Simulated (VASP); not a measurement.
Output of a VASP run:

File OUTCAR:
```
 ion  position               nearest neighbor table
   1  0.625  0.125  0.125-  10 2.83  11 2.83   8 2.83   9 2.83  12 2.83  13 2.83   4 4.11   2 4.11
                             3 4.11   2 4.11   3 4.11   4 4.11
   2  0.125  0.125  0.625-  10 2.83  11 2.83   7 2.83   9 2.83  12 2.83  14 2.83   4 4.11   1 4.11
                             3 4.11   4 4.11   3 4.11   1 4.11
   3  0.125  0.625  0.125-  10 2.83  11 2.83   7 2.83   8 2.83  13 2.83  14 2.83   4 4.11   2 4.11
                             1 4.11   2 4.11   4 4.11   1 4.11
   4  0.125  0.125  0.125-   8 2.83  13 2.83   9 2.83  12 2.83   7 2.83  14 2.83   1 4.11   2 4.11
                             3 4.11   2 4.11   3 4.11   1 4.11
   5  0.750  0.750  0.750-   7 2.65   9 2.65  13 2.65  11 2.65
   6  0.500  0.500  0.500-   8 2.65  12 2.65  14 2.65  10 2.65
   7  0.355  0.882  0.882-   5 2.65   4 2.83   2 2.83   3 2.83
   8  0.368  0.368  0.895-   6 2.65   4 2.83   1 2.83   3 2.83
   9  0.882  0.355  0.882-   5 2.65   4 2.83   1 2.83   2 2.83
  10  0.368  0.368  0.368-   6 2.65   2 2.83   3 2.83   1 2.83
  11  0.882  0.882  0.882-   5 2.65   2 2.83   3 2.83   1 2.83
  12  0.368  0.895  0.368-   6 2.65   4 2.83   1 2.83   2 2.83
  13  0.882  0.882  0.355-   5 2.65   4 2.83   1 2.83   3 2.83
  14  0.895  0.368  0.368-   6 2.65   4 2.83   2 2.83   3 2.83
  LATTYP: Found a face centered cubic cell.
 ALAT       =    11.6150951776
 Subroutine PRICEL returns:
 Original cell was already a primitive cell.
 Subroutine GETGRP returns: Found 48 space group operations
The static configuration has the point symmetry T_d .
 The point group associated with its full space group is O_h .
The dynamic configuration has the point symmetry T_d .
 Subroutine INISYM returns: Found 48 space group operations
 Subroutine IBZKPT returns following result:
 Found      4 irreducible k-points:

 Following reciprocal coordinates:
            Coordinates               Weight
  0.000000  0.000000  0.000000      1.000000
  0.333333  0.000000  0.000000      8.000000
  0.333333  0.333333  0.000000      6.000000
 -0.333333  0.333333  0.000000     12.000000
   k-points           NKPTS =      4   k-points in BZ     NKDIM =      4   number of bands    NBANDS=     69
   number of dos      NEDOS =    301   number of ions     NIONS =     14
   total plane-waves  NPLWV = 157464
   dimension x,y,z NGX =    54 NGY =   54 NGZ =   54
   dimension x,y,z NGXF=   108 NGYF=  108 NGZF=  108
   ions per type =               4   2   8
   PREC   = accura    normal or accurate (medium, high low for compatibility)
   ISTART =      0    job   : 0-new  1-cont  2-samecut
   ICHARG =      2    charge: 1-file 2-atom 10-const
   ISPIN  =      1    spin polarized calculation?
   LNONCOLLINEAR =      F non collinear calculations
   LSORBIT =      F    spin-orbit coupling
   INIWAV =      1    electr: 0-lowe 1-rand  2-diag
   ENCUT  =  400.0 eV  29.40 Ry    5.42 a.u.  13.39 13.39 13.39*2*pi/ulx,y,z
   NELM   =    100;   NELMIN=  2; NELMDL= -5     # of ELM steps
   EDIFF  = 0.1E-05   stopping-criterion for ELM
   LREAL  =      T    real-space projection
   NLSPLINE    = F    spline interpolate recip. space projectors
   LMAXMIX     =    4 max onsite mixed and CHGCAR
   VOSKOWN=      0    Vosko Wilk Nusair interpolation
   EDIFFG = -.2E-01   stopping-criterion for IOM
   NSW    =     60    number of steps for IOM
   NBLOCK =      1;   KBLOCK =     60    inner block; outer block
   IBRION =      2    ionic relax: 0-MD 1-quasi-New 2-CG
   NFREE  =      1    steps in history (QN), initial steepest desc. (CG)
   ISIF   =      3    stress and relaxation
   ISYM   =      2    0-nonsym 1-usesym 2-fastsym
   TEIN   =    0.0    initial temperature
   TEBEG  =    0.0;   TEEND  =   0.0 temperature during run
   SMASS  =  -3.00    Nose mass-parameter (am)
   PSTRESS=    0.0 pullay stress
   NELECT =     116.0000    total number of electrons
   EFERMI =   0.00;   METHOD = LEGACY
   ISMEAR =     0;   SIGMA  =   0.05  broadening in eV -4-tet -1-fermi 0-gaus
   IALGO  =     38    algorithm
   LDIAG  =      T    sub-space diagonalisation (order eigenvalues)
   IMIX   =      4    mixing-type and parameters
     AMIX     =   0.40;   BMIX     =  1.00
     AMIX_MAG =   1.60;   BMIX_MAG =  1.00
     AMIN     =   0.10
   METAGGA = R2SCAN    functional components
   VOSKOWN =     0    Vosko Wilk Nusair interpolation
   LHFCALC =     F    Hartree Fock is set to
...
```

**OSZICAR**
```
...
DAV:  10    -0.260825807807E+03   -0.11445E-03   -0.13824E-04   672   0.593E-02    0.455E-02
DAV:  11    -0.260825737630E+03    0.70177E-04   -0.33379E-04   731   0.859E-02    0.195E-02
DAV:  12    -0.260825833289E+03   -0.95659E-04   -0.16463E-04   694   0.661E-02    0.745E-03
DAV:  13    -0.260825840182E+03   -0.68936E-05   -0.14078E-05   600   0.135E-02    0.105E-02
DAV:  14    -0.260825841063E+03   -0.88115E-06   -0.79574E-07   379   0.427E-03
   2 F= -.26082584E+03 E0= -.26082584E+03  d E =-.348059E-01
       N       E                     dE             d eps       ncg     rms          rms(c)
DAV:   1    -0.261082561583E+03   -0.25672E+00   -0.61555E+00   557   0.116E+01    0.452E+00
DAV:   2    -0.260902977067E+03    0.17958E+00   -0.79420E-01   707   0.437E+00    0.173E+00
DAV:   3    -0.260863604692E+03    0.39372E-01   -0.10089E-01   713   0.131E+00    0.101E+00
DAV:   4    -0.260853057331E+03    0.10547E-01   -0.49787E-02   840   0.754E-01    0.122E+00
DAV:   5    -0.260820533326E+03    0.32524E-01   -0.45139E-02   681   0.954E-01    0.685E-01
DAV:   6    -0.260857185520E+03   -0.36652E-01   -0.21475E-02   612   0.714E-01    0.203E-01
DAV:   7    -0.260856510909E+03    0.67461E-03   -0.14282E-03   624   0.181E-01    0.309E-01
DAV:   8    -0.260858135811E+03   -0.16249E-02   -0.96457E-04   731   0.128E-01    0.626E-02
DAV:   9    -0.260858350955E+03   -0.21514E-03   -0.12462E-04   688   0.572E-02    0.303E-02
DAV:  10    -0.260858359936E+03   -0.89804E-05   -0.63958E-05   587   0.475E-02    0.335E-02
DAV:  11    -0.260858390127E+03   -0.30191E-04   -0.32518E-05   587   0.356E-02    0.115E-02
DAV:  12    -0.260858402616E+03   -0.12490E-04   -0.58161E-06   512   0.142E-02    0.283E-03
DAV:  13    -0.260858402993E+03   -0.37718E-06   -0.60639E-07   408   0.367E-03
   3 F= -.26085840E+03 E0= -.26085840E+03  d E =-.673678E-01
       N       E                     dE             d eps       ncg     rms          rms(c)
DAV:   1    -0.260858567491E+03   -0.16487E-03   -0.48058E-03   567   0.326E-01    0.132E-01
DAV:   2    -0.260858431170E+03    0.13632E-03   -0.62532E-04   707   0.121E-01    0.500E-02
DAV:   3    -0.260858401160E+03    0.30010E-04   -0.79420E-05   731   0.366E-02    0.300E-02
DAV:   4    -0.260858389021E+03    0.12139E-04   -0.39098E-05   824   0.215E-02    0.351E-02
DAV:   5    -0.260858362527E+03    0.26494E-04   -0.36012E-05   649   0.276E-02    0.190E-02
DAV:   6    -0.260858388268E+03   -0.25741E-04   -0.19055E-05   646   0.205E-02    0.473E-03
DAV:   7    -0.260858386979E+03    0.12895E-05   -0.92603E-07   355   0.494E-03    0.784E-03
DAV:   8    -0.260858387266E+03   -0.28735E-06   -0.73370E-07   350   0.405E-03
   4 F= -.26085839E+03 E0= -.26085839E+03  d E =-.673521E-01
       N       E                     dE             d eps       ncg     rms          rms(c)
DAV:   1    -0.260858599359E+03   -0.21238E-03   -0.14384E-02   562   0.372E-01    0.756E-02
DAV:   2    -0.260858622183E+03   -0.22824E-04   -0.82606E-04   691   0.971E-02    0.788E-02
DAV:   3    -0.260858623011E+03   -0.82826E-06   -0.24644E-05   707   0.188E-02    0.461E-02
DAV:   4    -0.260858618205E+03    0.48066E-05   -0.36055E-05   776   0.197E-02    0.172E-02
DAV:   5    -0.260858615329E+03    0.28759E-05   -0.63326E-06   595   0.982E-03    0.760E-03
DAV:   6    -0.260858616279E+03   -0.95035E-06   -0.10239E-05   704   0.124E-02    0.741E-03
DAV:   7    -0.260858617054E+03   -0.77475E-06   -0.11209E-06   368   0.496E-03
   5 F= -.26085862E+03 E0= -.26085862E+03  d E =-.229788E-03
```

**OUTCAR**
```
------------------------ aborting loop because EDIFF is reached ----------------------------------------
  FORCE on cell =-STRESS in cart. coord.  units (eV):
  Direction    XX          YY          ZZ          XY          YZ          ZX
  --------------------------------------------------------------------------------------
  Total       -0.0504255     -0.0504255     -0.0504255      0.0000000      0.0000000      0.0000000
  in kB       -0.2002826     -0.2002826     -0.2002826      0.0000000      0.0000000      0.0000000
  external PRESSURE =      -0.2002826 kB  Pullay stress =       0.0000000 kB
  volume of cell :      403.38
      direct lattice vectors                 reciprocal lattice vectors
    -0.000000000  5.864475380  5.864475380    -0.085259118  0.085259118  0.085259118
     5.864475380  0.000000000  5.864475380     0.085259118 -0.085259118  0.085259118
     5.864475380  5.864475380 -0.000000000     0.085259118  0.085259118 -0.085259118
 POSITION                                       TOTAL-FORCE (eV/Angst)
 -----------------------------------------------------------------------------------
      1.46612      4.39836      4.39836         0.000000      0.000000      0.000000
      4.39836      4.39836      1.46612         0.000000      0.000000      0.000000
      4.39836      1.46612      4.39836         0.000000      0.000000      0.000000
      1.46612      1.46612      1.46612         0.000000      0.000000      0.000000
      8.79671      8.79671      8.79671         0.000000      0.000000      0.000000
      5.86448      5.86448      5.86448         0.000000      0.000000      0.000000
     10.33798      7.25545      7.25545         0.008801     -0.008801     -0.008801
      7.40574      7.40574      4.32321         0.008801      0.008801     -0.008801
      7.25545     10.33798      7.25545        -0.008801      0.008801     -0.008801
      4.32321      4.32321      4.32321        -0.008801     -0.008801     -0.008801
     10.33798     10.33798     10.33798         0.008801      0.008801      0.008801
      7.40574      4.32321      7.40574         0.008801     -0.008801      0.008801
      7.25545      7.25545     10.33798        -0.008801     -0.008801      0.008801
      4.32321      7.40574      7.40574        -0.008801      0.008801      0.008801
 -----------------------------------------------------------------------------------
    total drift:                                0.000000      0.000000      0.000000
  FREE ENERGIE OF THE ION-ELECTRON SYSTEM (eV)
  ---------------------------------------------------
  free  energy   TOTEN  =      -260.8586170538 eV

  energy  without entropy=     -260.8586170538  energy(sigma->0) =     -260.85861705

 reached required accuracy - stopping structural energy minimisation
```
(Selected blocks of OUTCAR.)

### POSCAR
```
Y2CdSe4
1
   -0.0000000000     5.8075475888     5.8075475888
    5.8075475888     0.0000000000     5.8075475888
    5.8075475888     5.8075475888     0.0000000000
Y Cd Se
4 2 8
Direct
  0.6250000000   0.1250000000   0.1250000000
  0.1250000000   0.1250000000   0.6250000000
  0.1250000000   0.6250000000   0.1250000000
  0.1250000000   0.1250000000   0.1250000000
  0.7500000000   0.7500000000   0.7500000000
  0.5000000000   0.5000000000   0.5000000000
  0.3554975794   0.8815008069   0.8815008069
  0.3684991931   0.3684991931   0.8945024206
  0.8815008069   0.3554975794   0.8815008069
  0.3684991931   0.3684991931   0.3684991931
  0.8815008069   0.8815008069   0.8815008069
  0.3684991931   0.8945024206   0.3684991931
  0.8815008069   0.8815008069   0.3554975794
  0.8945024206   0.3684991931   0.3684991931
```

**Question.** Write an INCAR and KPOINTS that could have produced this output.

**Answer.** Several could match; the one computed here: the input of the run itself, r2SCAN meta-GGA, plane waves, VASP's PBE PAW potentials (set 64).

### INCAR
```
! general
SYSTEM =Y2CdSe4
PREC   =Accurate
ENCUT  =400
LREAL  =Auto
LASPH  =.TRUE.

! electronic loop
EDIFF  =1E-6
NELM   =100
ALGO   =Normal
LMAXMIX=4
LMIXTAU=.TRUE.

! smearing
ISMEAR =0
SIGMA  =0.05

! functional
METAGGA=R2SCAN

! ions
IBRION =2
NSW    =60
ISIF   =3
EDIFFG =-0.02

! output
LWAVE  =.FALSE.
LCHARG =.FALSE.
```

File KPOINTS:
```
Automatic mesh
0
Gamma
3 3 3
0 0 0
```

POTCAR, in this order: Y_sv Cd Se (PBE.64 set). Program: vasp_std.

Energy and stress use the plane-wave basis of the starting cell.

The structure comes from a computed database's Y2CdSe4 entry (Fd-3m); how it stands against other phases isn't given here. This run relaxes it. Symmetry was kept, so distortions that lower it aren't found. The start is the result of an earlier pass.
